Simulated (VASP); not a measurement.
Given:

```
Nb3Sn
1.0
    5.40017     0.00000     0.00000
    0.00000     5.40017     0.00000
    0.00000     0.00000     5.40017
Nb Sn
6 2
Cartesian
  1.35004   0.00000   2.70008
  4.05013   0.00000   2.70008
  2.70008   4.05013   0.00000
  2.70008   1.35004   0.00000
  0.00000   2.70008   4.05013
  0.00000   2.70008   1.35004
  0.00000   0.00000   0.00000
  2.70008   2.70008   2.70008
```

The numbers are results of PBE GGA, VASP's PBE PAW potentials (set 64) (plane waves; VASP), not measurements. Numerical set-up: 300 eV cut-off, 5×5×5 Γ-centred mesh, Gaussian smearing of 0.10 eV, potentials Nb_sv Sn_d.

At this cut-off the stress carries a Pulay error, which pulls relaxed volumes low.

Question: Give the stress tensor in GPa (positive for a compressed cell).

Answer: 
```
-7.55   0.00   0.00
 0.00  -7.55   0.00
 0.00   0.00  -7.55
```
The pressure is its mean diagonal, -7.55 GPa.

The structure comes from a computed database's Nb3Sn entry; how it stands against other phases isn't given here. The cell was not relaxed at this level.
